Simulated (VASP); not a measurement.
VASP input:

### KPOINTS
```
Regular mesh
0
G
 11 11 11
0 0 0
```

**INCAR**
```
SYSTEM = Al
PREC = Accurate
ENCUT = 300
EDIFF = 1E-6
NELM = 100
ALGO = Normal
LREAL = .FALSE.
LASPH = .TRUE.
ISMEAR = 0
SIGMA = 0.05
GGA = PE
LWAVE = .FALSE.
LCHARG = .FALSE.
ISIF = 2
```

POSCAR:
```
Al
4.1237480
  0.0000000000   0.5000000000   0.5000000000
  0.5000000000   0.0000000000   0.5000000000
  0.5000000000   0.5000000000   0.0000000000
Al
1
direct
  0.0000000000   0.0000000000   0.0000000000
```

POTCAR, in this order: Al (PBE.64 set). Program: vasp_std.

**Question.** Write an equivalent input for Quantum ESPRESSO's pw.x.

**Answer.** One equivalent input (not run):
```
&CONTROL
  calculation = 'scf'
  pseudo_dir = './pseudo'
  outdir = './out'
  tprnfor = .true.
  tstress = .true.
/
&SYSTEM
  ibrav = 0
  nat = 1
  ntyp = 1
  ecutwfc = 40
  occupations = 'smearing'
  smearing = 'gaussian'
  degauss = 0.003675
  input_dft = 'pbe'
/
&ELECTRONS
  conv_thr = 7.3e-08
  electron_maxstep = 100
/
ATOMIC_SPECIES
  Al 26.982 Al.upf
CELL_PARAMETERS angstrom
     0.0000000    2.0618740    2.0618740
     2.0618740    0.0000000    2.0618740
     2.0618740    2.0618740    0.0000000
ATOMIC_POSITIONS crystal
  Al   0.0000000  0.0000000  0.0000000
K_POINTS automatic
  11 11 11 0 0 0
```
The two are equivalent in intent, not identical: the potentials are each code's own (VASP's PAW set, PseudoDojo norm-conserving files in pw.x), so ENCUT and ecutwfc are chosen apart and not converted; conv_thr bounds pw.x's estimated SCF error, while EDIFF bounds the energy change between steps.

The structure comes from a computed database's Al entry; how it stands against other phases isn't given here. The cell was not relaxed at this level.
